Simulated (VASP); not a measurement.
OSZICAR of a VASP run on CdSe (wurtzite):

**OSZICAR**
```
       N       E                     dE             d eps       ncg     rms          rms(c)
DAV:   1     0.235185850744E+03    0.23519E+03   -0.17059E+04   616   0.143E+03
DAV:   2    -0.392505322863E+00   -0.23558E+03   -0.23082E+03   670   0.340E+02
DAV:   3    -0.129962873200E+02   -0.12604E+02   -0.12534E+02   748   0.796E+01
DAV:   4    -0.131076079656E+02   -0.11132E+00   -0.11126E+00   694   0.718E+00
DAV:   5    -0.131085464597E+02   -0.93849E-03   -0.93845E-03   742   0.616E-01    0.870E+00
DAV:   6    -0.123855254856E+02    0.72302E+00   -0.17327E+00   780   0.142E+01    0.683E+00
DAV:   7    -0.123496436921E+02    0.35882E-01   -0.55808E-01   670   0.429E+00    0.283E+00
DAV:   8    -0.123454263862E+02    0.42173E-02   -0.68606E-02   676   0.302E+00    0.380E-01
DAV:   9    -0.123447392522E+02    0.68713E-03   -0.10095E-02   706   0.133E+00    0.126E-01
DAV:  10    -0.123447546020E+02   -0.15350E-04   -0.89673E-04   700   0.365E-01    0.670E-02
DAV:  11    -0.123448242025E+02   -0.69601E-04   -0.19224E-04   670   0.102E-01    0.201E-02
DAV:  12    -0.123448092793E+02    0.14923E-04   -0.89287E-05   796   0.101E-01    0.832E-03
DAV:  13    -0.123448112907E+02   -0.20114E-05   -0.10185E-05   652   0.227E-02    0.583E-03
DAV:  14    -0.123448110608E+02    0.22980E-06   -0.99694E-07   512   0.671E-03
   1 F= -.88096133E+01 E0= -.88096133E+01  d E =-.880961E+01
       N       E                     dE             d eps       ncg     rms          rms(c)
DAV:   1    -0.181941087863E+02   -0.58493E+01   -0.12515E+02   664   0.118E+02    0.164E+01
DAV:   2    -0.123725260615E+02    0.58216E+01   -0.19956E+01   628   0.654E+01    0.449E+00
DAV:   3    -0.120426357670E+02    0.32989E+00   -0.22226E+00   634   0.108E+01    0.359E+00
DAV:   4    -0.120068505858E+02    0.35785E-01   -0.72711E-02   646   0.249E+00    0.195E+00
DAV:   5    -0.119921850161E+02    0.14666E-01   -0.28541E-02   658   0.971E-01    0.900E-01
DAV:   6    -0.119922814907E+02   -0.96475E-04   -0.45957E-03   688   0.570E-01    0.145E-01
DAV:   7    -0.119923223271E+02   -0.40836E-04   -0.51641E-04   730   0.275E-01    0.431E-02
DAV:   8    -0.119923257343E+02   -0.34072E-05   -0.27477E-05   688   0.365E-02    0.129E-02
DAV:   9    -0.119923248109E+02    0.92336E-06   -0.41476E-06   608   0.111E-02
   2 F= -.88906189E+01 E0= -.88906189E+01  d E =-.810056E-01
       N       E                     dE             d eps       ncg     rms          rms(c)
DAV:   1    -0.130711985316E+02   -0.10789E+01   -0.19121E+01   652   0.506E+01    0.749E+00
DAV:   2    -0.123216524014E+02    0.74955E+00   -0.19753E+00   628   0.192E+01    0.280E+00
DAV:   3    -0.122393213047E+02    0.82331E-01   -0.20248E-01   676   0.424E+00    0.250E+00
DAV:   4    -0.122214956061E+02    0.17826E-01   -0.25447E-02   622   0.923E-01    0.493E-01
DAV:   5    -0.122197023458E+02    0.17933E-02   -0.64965E-03   724   0.975E-01    0.963E-02
DAV:   6    -0.122197551954E+02   -0.52850E-04   -0.83104E-04   640   0.220E-01    0.447E-02
DAV:   7    -0.122197654149E+02   -0.10220E-04   -0.13700E-05   718   0.256E-02    0.205E-02
DAV:   8    -0.122197685785E+02   -0.31636E-05   -0.61750E-06   670   0.175E-02    0.376E-03
DAV:   9    -0.122197690123E+02   -0.43377E-06   -0.54873E-07   500   0.588E-03
   3 F= -.89553819E+01 E0= -.89553819E+01  d E =-.145769E+00
```

Q: Which electronic solver shows in the log?

A: It is blocked Davidson (ALGO = Normal, or the opening steps of other solvers). The INCAR had ALGO = Normal.

Q: Can the final energy be trusted as converged?

A: The run converged. It stopped with EDIFF = 1E-6, NELM = 100, NSW = 40 and EDIFFG = -0.02 after 3 ionic steps (PBEsol GGA, plane waves, VASP's PBE PAW potentials (set 64)). Energy and stress use the plane-wave basis of the starting cell.

The compound is CdSe in the wurtzite structure. This run relaxes it under an external pressure of 5 GPa. Symmetry was kept, so distortions that lower it aren't found.
